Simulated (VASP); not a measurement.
Runs of VASP 6.6.1 on DyO. Symmetry: F-43m, No. 216, cubic system. Conventional cell: a = 5.052 Å, b = 5.052 Å, c = 5.052 Å, α = 90.00°, β = 90.00°, γ = 90.00°. Dy (site symmetry -43m) is surrounded by 4 O at 2.19 Å. O (site symmetry -43m) has 4 Dy at 2.19 Å as nearest neighbours. The cell comes from a database or a generator and needn't be the stable form of this composition.

| spin | U | fixed moment (μB) | gap on the mesh (eV) | pressure (GPa) | moment (μB) |
| --- | --- | --- | --- | --- | --- |
| collinear, ferromagnetic start | Dy f U = 8 eV | 2 | - | 14.5 | 2.00 |
| collinear, random start | Dy f U = 8 eV | - | none | (a) | 4.89 |
| collinear, random start | Dy f U = 3 eV | - | none | 8.8 | 4.68 |
| collinear, zero start | Dy f U = 8 eV | - | none | 9.7 | 1.99 |
| collinear, zero start | Dy f U = 3 eV | - | none | (b) | 0.09 |

Alike in all rows: task single point; level LDA+U; potentials or basis VASP PAW PBE potentials, release 64 (Dy, O); cell as given; k mesh 6 × 6 × 6; cutoff (eV) 520; smearing gaussian 0.05 eV.

Task: Estimate the missing entries.

Result: (a) 8.1; (b) 7.1.

Caveats: the magnetic or orbital state may not be the lowest; the PAW data sets were made with another functional, which shifts forces and pressure a little; spin-orbit coupling is left out, which moves the levels of the heavy elements; the moment is held away from its start (some runs); the total moment is fixed, so each spin has its own Fermi level (some runs).

A k mesh can miss the band edges, and the runs leave out spin-orbit coupling on Dy.

A gap of «none» marks a metal or a gap under the smearing width.
